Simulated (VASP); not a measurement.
Input of a VASP 6.6.1 run:

File INCAR:

```
PREC     = Accurate       # precision mode
ENCUT    = 400            # plane-wave cutoff, eV
EDIFF    = 1E-6           # SCF threshold, eV
ISMEAR   = 0              # smearing method
SIGMA    = 0.01           # smearing width, eV
LREAL    = F              # projectors in reciprocal space
LASPH    = T              # aspherical terms in the spheres
NELM     = 100            # most SCF steps
ALGO     = Normal         # electronic algorithm
ISIF     = 2              # what is computed and relaxed
LWAVE    = F              # write WAVECAR
LCHARG   = F              # write CHGCAR
GGA      = PE             # functional
IVDW     = 13             # dispersion correction
ISYM     = 0
```

KPOINTS

```
regular mesh
0
Gamma
  1 1 1
```

The input POSCAR:

```
SiH2Cl2                                 
1.0
   13.0062868778      0.0000000000      0.0000000000
    0.0000000000     13.5062868778      0.0000000000
    0.0000000000      0.0000000000     14.0062868778
  Si              Cl              H             
     1     2     2
Selective dynamics
Direct
     0.5004594151000035    0.5136331543000026    0.4971609763000018   F   F   F
     0.4103579674076030    0.4069474995286392    0.4348536694453302   T   T   T
     0.5827956027713556    0.4526015743900320    0.6074164374428490   T   T   T
     0.5734642084027681    0.5520482185668386    0.4248048764030066   T   T   T
     0.4328744853445132    0.5922876211080025    0.5360463605799926   T   T   T
```

Potentials or basis: VASP PAW PBE potentials, release 64 (Si, Cl, H).

The run is started by

```bash
$ cat potpaw_PBE.64/Si/POTCAR potpaw_PBE.64/Cl/POTCAR potpaw_PBE.64/H/POTCAR > POTCAR
$ mpirun -np 4 vasp_gam > vasp.out
```

**Question.** What does it give for the largest force?

**Answer.** 0.035 eV/Å.

**Question.** What does it give for the dispersion energy per atom?

**Answer.** -0.025 eV.

**Question.** Estimate the gap between the frontier levels.

**Answer.** 6.55 eV.

Forces on the atoms (eV/Å):
```
Si  -0.001 -0.034  0.010
Cl  -0.001  0.022 -0.009
Cl   0.003  0.023 -0.004
H    0.023 -0.013 -0.019
H   -0.024  0.002  0.022
```

Expect the measured gap to be larger: semilocal functionals such as PBE lack the derivative discontinuity.
